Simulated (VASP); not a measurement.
Consider the following.

```yaml
crystal:
  lattice:
    - [0.00000, 2.66450, 2.66450]
    - [2.66450, 0.00000, 2.66450]
    - [2.66450, 2.66450, 0.00000]
  atoms:
    - { symbol: Ca, position: [0.00000, 0.00000, 0.00000] }
    - { symbol: F, position: [0.25000, 0.25000, 0.25000] }
    - { symbol: F, position: [0.75000, 0.75000, 0.75000] }
```

Computed with PBE GGA, VASP's PBE PAW potentials (set 64) (plane waves; VASP). Numerical set-up: 620 eV cut-off, 7×7×7 Γ-centred mesh, Gaussian smearing of 0.050 eV, potentials Ca_sv F.

Question: What does the run give for the energy per atom (σ→0), pressure?

Answer: 
The energy per atom (σ→0) is -5.739 eV/atom and the pressure comes out as 10.08 GPa.

The absolute energy has meaning only against runs of the same code, potentials and settings.

The compound is CaF2 in the fluorite structure. It was relaxed first under an external pressure of 10 GPa.
